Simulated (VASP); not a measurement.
KMgF3: band gap against strain

KMgF3 (cubic perovskite, Pm-3m, 12.659 Å³/atom and stress up to 0.13 GPa in the relaxed cell, cube axes along x, y and z) under an equal strain ε along all three axes. PBEsol in VASP (plane waves, PAW), 600 eV, 8×8×8 Γ-centred mesh, Gaussian smearing 0.05 eV; ions are relaxed, or left where forces stay under 0.02 eV/Å, within the symmetry of each cell. Gaps are the smallest on the run's k-mesh, which can miss an edge that lies off it, without spin-orbit coupling; in all rows the valence edge lies at about 1.4 Å⁻¹ from Γ and the conduction edge at Γ.

Here s stands for strain and Eg for gap.

```
strain (%)  gap (eV)
----------  --------
-1.50           7.47
-1.00           7.35
-0.50           7.24
0.00            7.13
0.50            7.02
1.00            6.91
1.50            6.81
3.00               ?
```

Fit Eg of the 7 rows that show it with a straight line. Means: s 0, Eg 7.133. About the means, the sum of products is -1.5400 and the sum of squares of s is 7.0000; the slope is their ratio. Least squares gives Eg = 7.133 - 0.2200·s. Residuals (row less fit): 0.007, -0.003, -0.003, -0.003, -0.003, -0.003, 0.007; standard error 0.005 (degrees of freedom: 5). Over these rows the gap moves by -22.0 ± 0.2 eV per unit strain, or -7.3 eV per unit of ln V.

**Question.** What does the fit predict for Eg at s = 3.00, and how far is the calculated value from it?

**Answer.** Eg = 7.133 - 0.2200 × 3.0 = 6.473 eV. The calculation gives 6.51 eV, 0.037 eV above the prediction (3.9 % of the range of Eg in the table). The row lies outside the fitted rows, so this is an extrapolation. The scatter of the fitted rows lies at the last printed digit.

A polynomial of degree 2 through the 12 other runs of the series gives 6.51 there, so most of the miss is curvature that the fit leaves out. The primitive cell can neither tilt nor turn polar against its symmetry, as such crystals can under strain. Other structures, which can take over under pressure, weren't tried. Rows are the converged runs of the series near zero and its far end, less any whose ions stayed unrelaxed beside relaxed ones; series whose fitted rows scatter by over a few per cent of the range, as at a crossing or softening among them, aren't shown in this form. Most that stay on the fit to the last digits aren't either.
